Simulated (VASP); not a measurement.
```
CELL_PARAMETERS angstrom
      4.72408     0.00000     0.00000
      0.00000     4.72408     0.00000
      0.00000     0.00000     3.13464
ATOMIC_POSITIONS crystal
  Zn 0.00000 0.00000 0.00000
  Zn 0.50000 0.50000 0.50000
  F  0.30338 0.30338 0.00000
  F  0.80338 0.19662 0.50000
  F  0.19662 0.80338 0.50000
  F  0.69662 0.69662 0.00000
```

Calculation: MS2 meta-GGA, VASP's PBE PAW potentials (set 64) (plane waves; VASP). Numerical set-up: 520 eV cut-off, 5×5×8 Γ-centred mesh, tetrahedra with Blöchl corrections, potentials Zn F.

Problem. Predict the energy per atom (σ→0), band gap (over mesh and band path) with the smallest direct gap where there is one.

Solution. 
```
Quantity                                               Result
---------------------------------------------  --------------
band gap (over mesh and band path)                    3.63 eV
smallest direct gap (over mesh and band path)         3.63 eV
energy per atom (σ→0)                          -6059 meV/atom
```

The compound is ZnF2 in the rutile structure. It was relaxed first.
